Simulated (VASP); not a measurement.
A convergence study with VASP on W (bcc): one setting is varied, all else stays as given below, so the limit is that of these other settings. Each run relaxes cell and ions from the cell shown.

```
W
1.0
   -1.58000     1.58000     1.58000
    1.58000    -1.58000     1.58000
    1.58000     1.58000    -1.58000
W
1
Direct
  0.00000   0.00000   0.00000
```

The numbers are results of PBEsol GGA, VASP's PBE PAW potentials (set 64) (plane waves; VASP), not measurements. The tightest run used: 550 eV cut-off, 21×21×21 Γ-centred mesh, first-order Methfessel-Paxton smearing of 0.10 eV, potentials W_sv.

| setting | relaxed volume (Å³/atom) | E (eV/atom) | irreducible k-points |
|---|---|---|---|
| 2×2×2 mesh | 16.294 | -13.0804 | 3 |
| 3×3×3 mesh | 16.140 | -13.3741 | 4 |
| 4×4×4 mesh | 15.672 | -13.6495 | 8 |
| 5×5×5 mesh | 15.718 | -13.8531 | 10 |
| 6×6×6 mesh | 15.630 | -13.8570 | 16 |
| 7×7×7 mesh | 15.789 | -13.7341 | 20 |

Question: These are the cheaper rows. Estimate the results at 21×21×21 mesh, and how far the last row shown lies from them.

Answer: 
```json
[
 {"quantity": "relaxed volume (Å³/atom)", "tightest run": "15.722", "last row shown is off by": "0.067"},
 {"quantity": "E (eV/atom)", "tightest run": "-13.8013", "last row shown is off by": "0.0672"}
]
```

Left out are rungs that failed or repeat a setting and relaxations that didn't move; long series are thinned to 24 rows.

The compound is W in the bcc structure.
